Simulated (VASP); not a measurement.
OSZICAR of a VASP run on TiCo (CsCl type):

### OSZICAR
```
       N       E                     dE             d eps       ncg     rms          rms(c)
DAV:   1     0.142892818253E+03    0.14289E+03   -0.10819E+04  1568   0.195E+03
DAV:   2    -0.232096573758E+02   -0.16610E+03   -0.16335E+03  1598   0.422E+02
DAV:   3    -0.332918903957E+02   -0.10082E+02   -0.10007E+02  2574   0.114E+02
DAV:   4    -0.336196000741E+02   -0.32771E+00   -0.32618E+00  1888   0.166E+01
DAV:   5    -0.336320845949E+02   -0.12485E-01   -0.12484E-01  2346   0.304E+00    0.165E+01
DAV:   6    -0.289036974716E+02    0.47284E+01   -0.41578E+01  1850   0.105E+02    0.143E+01
DAV:   7    -0.268660711278E+02    0.20376E+01   -0.23484E+01  2382   0.600E+01    0.107E+01
DAV:   8    -0.262848813839E+02    0.58119E+00   -0.54217E+00  2358   0.264E+01    0.215E+00
DAV:   9    -0.262452580836E+02    0.39623E-01   -0.24610E-01  1772   0.563E+00    0.184E+00
DAV:  10    -0.262241444911E+02    0.21114E-01   -0.34772E-01  1916   0.876E+00    0.906E-01
DAV:  11    -0.262441396600E+02   -0.19995E-01   -0.79587E-02  1652   0.390E+00    0.213E-01
DAV:  12    -0.262508418736E+02   -0.67022E-02   -0.14729E-02  1798   0.147E+00    0.907E-02
DAV:  13    -0.262506506804E+02    0.19119E-03   -0.32036E-03  1942   0.514E-01    0.996E-02
DAV:  14    -0.262508725307E+02   -0.22185E-03   -0.72484E-04  1818   0.295E-01    0.432E-02
DAV:  15    -0.262509921710E+02   -0.11964E-03   -0.21059E-04  2098   0.167E-01    0.177E-02
DAV:  16    -0.262509845204E+02    0.76505E-05   -0.52504E-05  2112   0.102E-01    0.250E-02
DAV:  17    -0.262509860628E+02   -0.15424E-05   -0.19410E-05  2158   0.622E-02    0.657E-03
DAV:  18    -0.262509862556E+02   -0.19272E-06   -0.11498E-06   850   0.139E-02
   1 F= -.26250986E+02 E0= -.26250847E+02  d E =-.262510E+02
       N       E                     dE             d eps       ncg     rms          rms(c)
DAV:   1    -0.262546654349E+02   -0.36794E-02   -0.81917E-02  1664   0.471E+00    0.561E-01
DAV:   2    -0.262650398146E+02   -0.10374E-01   -0.12016E-01  2140   0.437E+00    0.130E+00
DAV:   3    -0.262509011582E+02    0.14139E-01   -0.80332E-02  2302   0.333E+00    0.145E-01
DAV:   4    -0.262508501754E+02    0.50983E-04   -0.12409E-03  1650   0.332E-01    0.100E-01
DAV:   5    -0.262508223467E+02    0.27829E-04   -0.39530E-04  2372   0.193E-01    0.208E-02
DAV:   6    -0.262508810450E+02   -0.58698E-04   -0.34635E-04  2144   0.173E-01    0.437E-02
DAV:   7    -0.262508583764E+02    0.22669E-04   -0.41878E-05  1838   0.864E-02    0.491E-02
DAV:   8    -0.262508700799E+02   -0.11703E-04   -0.99277E-05  2278   0.115E-01    0.675E-03
DAV:   9    -0.262508696949E+02    0.38497E-06   -0.37058E-06  1550   0.267E-02
   2 F= -.26250870E+02 E0= -.26250733E+02  d E =0.116561E-03
       N       E                     dE             d eps       ncg     rms          rms(c)
DAV:   1    -0.262521513435E+02   -0.12813E-02   -0.25372E-02  1658   0.264E+00    0.310E-01
DAV:   2    -0.262554009524E+02   -0.32496E-02   -0.37547E-02  2138   0.241E+00    0.745E-01
DAV:   3    -0.262510021613E+02    0.43988E-02   -0.26030E-02  2316   0.185E+00    0.801E-02
DAV:   4    -0.262509873434E+02    0.14818E-04   -0.36925E-04  1684   0.182E-01    0.577E-02
DAV:   5    -0.262509731824E+02    0.14161E-04   -0.12168E-04  2358   0.107E-01    0.121E-02
DAV:   6    -0.262509915558E+02   -0.18373E-04   -0.11884E-04  2158   0.101E-01    0.248E-02
DAV:   7    -0.262509821345E+02    0.94213E-05   -0.12081E-05  1782   0.457E-02    0.278E-02
DAV:   8    -0.262509848255E+02   -0.26909E-05   -0.28983E-05  2228   0.617E-02    0.380E-03
DAV:   9    -0.262509845591E+02    0.26638E-06   -0.10419E-06   784   0.148E-02
   3 F= -.26250985E+02 E0= -.26250847E+02  d E =0.169649E-05
       N       E                     dE             d eps       ncg     rms          rms(c)
DAV:   1    -0.262511560428E+02   -0.17122E-03   -0.34379E-03  1664   0.963E-01    0.115E-01
DAV:   2    -0.262516104995E+02   -0.45446E-03   -0.51919E-03  2160   0.897E-01    0.278E-01
DAV:   3    -0.262509988413E+02    0.61166E-03   -0.35532E-03  2316   0.687E-01    0.293E-02
DAV:   4    -0.262509964963E+02    0.23450E-05   -0.51259E-05  1666   0.669E-02    0.212E-02
DAV:   5    -0.262509942478E+02    0.22485E-05   -0.16786E-05  2314   0.402E-02    0.449E-03
DAV:   6    -0.262509963693E+02   -0.21216E-05   -0.15412E-05  1916   0.367E-02    0.860E-03
DAV:   7    -0.262509949671E+02    0.14022E-05   -0.17536E-06  1080   0.181E-02    0.982E-03
DAV:   8    -0.262509951582E+02   -0.19113E-06   -0.36217E-06  1056   0.243E-02
   4 F= -.26250995E+02 E0= -.26250857E+02  d E =-.890267E-05
```

Question: Which electronic solver shows in the log?

Answer: It is blocked Davidson (ALGO = Normal, or the opening steps of other solvers). The INCAR had ALGO = Normal.

Question: How was spin treated?

Answer: Without spin polarisation: there is no mag entry.

Question: Can the final energy be trusted as converged?

Answer: The calculation finished and met its thresholds. It stopped with EDIFF = 1E-6, NELM = 100, NSW = 60 and EDIFFG = -0.01 after 4 ionic steps (r2SCAN+rVV10, plane waves, VASP's PBE PAW potentials (set 64)).

The compound is TiCo in the CsCl type structure. This run relaxes it. Symmetry was kept, so distortions that lower it aren't found. The start is the result of an earlier pass. The run is not spin-polarised, so no magnetic state was tried. The electron count is odd and the run is not spin-polarised, which forces a metal.
